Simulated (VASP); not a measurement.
Computed with PBE GGA, VASP's PBE PAW potentials (set 64) (plane waves; VASP).

VASP input:

**POSCAR**
```
Be
2.3197280
  1.0000000000   0.0000000000   0.0000000000
 -0.5000000000   0.8660252409   0.0000000000
  0.0000000000   0.0000000000   3.2175065352
Be
4
Direct
  0.0000000000   0.0000000000   0.0000000000
  0.0000000000   0.0000000000   0.5000000000
  0.3333330000   0.6666670000   0.2500000000
  0.6666670000   0.3333330000   0.7500000000
```

File KPOINTS:
```
Automatic
0
Gamma
6 6 2
```

### INCAR
```
ALGO=Normal
EDIFF=1E-6
ENCUT=300
GGA=PE
ISIF=2
ISMEAR=0
LASPH=.TRUE.
LCHARG=.FALSE.
LREAL=.FALSE.
LWAVE=.FALSE.
NELM=100
PREC=Accurate
SIGMA=0.136
SYSTEM=Be
```

POTCAR, in this order: Be (PBE.64 set). Program: vasp_std.

The resulting files:

OSZICAR:
```
       N       E                     dE             d eps       ncg     rms          rms(c)
DAV:   1    -0.430544048285E+01   -0.43054E+01   -0.25763E+03   224   0.542E+02
DAV:   2    -0.146991698273E+02   -0.10394E+02   -0.10340E+02   384   0.693E+01
DAV:   3    -0.147593612612E+02   -0.60191E-01   -0.60133E-01   280   0.628E+00
DAV:   4    -0.147595156834E+02   -0.15442E-03   -0.15441E-03   384   0.300E-01
DAV:   5    -0.147595157031E+02   -0.19647E-07   -0.19535E-07   288   0.183E-03    0.153E+00
DAV:   6    -0.146904117757E+02    0.69104E-01   -0.10533E-02   304   0.112E+00    0.926E-01
DAV:   7    -0.146612870676E+02    0.29125E-01   -0.84247E-03   296   0.110E+00    0.679E-02
DAV:   8    -0.146611792273E+02    0.10784E-03   -0.48491E-04   304   0.122E-01    0.144E-02
DAV:   9    -0.146611759512E+02    0.32761E-05   -0.99693E-06   280   0.298E-02    0.536E-03
DAV:  10    -0.146611775826E+02   -0.16315E-05   -0.10607E-06   224   0.124E-02    0.583E-04
DAV:  11    -0.146611773237E+02    0.25897E-06   -0.48777E-08   168   0.251E-03
   1 F= -.14661177E+02 E0= -.14652794E+02  d E =-.167660E-01
```

File OUTCAR:
```
------------------------ aborting loop because EDIFF is reached ----------------------------------------
  FORCE on cell =-STRESS in cart. coord.  units (eV):
  Direction    XX          YY          ZZ          XY          YZ          ZX
  --------------------------------------------------------------------------------------
  Total       -1.3656577     -1.3656572     -3.5702260     -0.0000000     -0.0000000      0.0000000
  in kB      -62.9058824    -62.9058587   -164.4542540     -0.0000000     -0.0000000      0.0000000
  external PRESSURE =     -96.7553317 kB  Pullay stress =       0.0000000 kB
  volume of cell :       34.78
      direct lattice vectors                 reciprocal lattice vectors
     2.319728000  0.000000000  0.000000000     0.431085024  0.248887101  0.000000000
    -1.159864000  2.008943000  0.000000000     0.000000000  0.497774203  0.000000000
     0.000000000  0.000000000  7.463740000     0.000000000  0.000000000  0.133981087
 POSITION                                       TOTAL-FORCE (eV/Angst)
 -----------------------------------------------------------------------------------
      0.00000      0.00000      0.00000         0.000000      0.000000      0.000000
      0.00000      0.00000      3.73187         0.000000      0.000000      0.000000
     -0.00000      1.33930      1.86593        -0.000000      0.000000     -0.000000
      1.15987      0.66965      5.59780         0.000000     -0.000000     -0.000000
 -----------------------------------------------------------------------------------
    total drift:                               -0.000000     -0.000000     -0.000000
  FREE ENERGIE OF THE ION-ELECTRON SYSTEM (eV)
  ---------------------------------------------------
  free  energy   TOTEN  =       -14.6611773237 eV

  energy  without entropy=      -14.6444112755  energy(sigma->0) =      -14.65279430
```
(Selected blocks of OUTCAR.)

**OUTCAR**
```
 val. band max:        5.6921172800   @ k =   0.3333   0.1667   0.0000

 cond. band min:       5.8799424927   @ k =   0.3333   0.0000   0.0000


 Fermi energy:         5.8761653965

 k-point     1 :       0.0000    0.0000    0.0000
  band No.  band energies     occupation
      1      -4.5621      2.00000
      2      -2.5601      2.00000
      3      -2.5077      2.00000
      4       1.9773      2.00000
      5       6.7258      0.00000
      6      15.6260      0.00000
      7      15.6276      0.00000
      8      21.6013      0.00000

 k-point     2 :       0.1667    0.0000    0.0000
  band No.  band energies     occupation
      1      -3.7807      2.00000
      2      -1.7686      2.00000
      3      -1.7148      2.00000
      4       2.9690      2.00000
      5       7.0174      0.00000
      6      15.4687      0.00000
      7      15.7921      0.00000
      8      17.6332      0.00000

 k-point     3 :       0.3333    0.0000    0.0000
  band No.  band energies     occupation
      1      -1.4472      2.00000
      2       0.5254      2.00000
      3       0.5802      2.00000
      4       5.8799      0.96867
      5       6.7388      0.00000
      6      10.7021      0.00000
      7      11.6241      0.00000
      8      12.9651      0.00000

 k-point     4 :       0.5000    0.0000    0.0000
  band No.  band energies     occupation
      1       1.7282      2.00000
      2       2.5894      2.00000
      3       2.9357      2.00000
      4       3.7816      2.00000
      5       7.3257      0.00000
      6       7.3290      0.00000
      7      10.2736      0.00000
      8      11.9361      0.00000

 k-point     5 :       0.1667    0.1667    0.0000
  band No.  band energies     occupation
      1      -2.2148      2.00000
      2      -0.2066      2.00000
      3      -0.1513      2.00000
      4       4.9285      2.00000
      5       7.4380      0.00000
      6      12.7250      0.00000
      7      13.9907      0.00000
...
```

At this cut-off the stress carries a Pulay error, which pulls relaxed volumes low.

The structure was generated: Be was put into an ordered model structure, which need not be its known phase. The cell was not relaxed at this level. The k-mesh is coarse (spacing up to 0.52 per Å, 2π included), so the numbers may not be converged in it. The run is one of a series of settings (KPOINTS 6×6×2 Γ-centred mesh against the base run), some of them coarse on purpose.
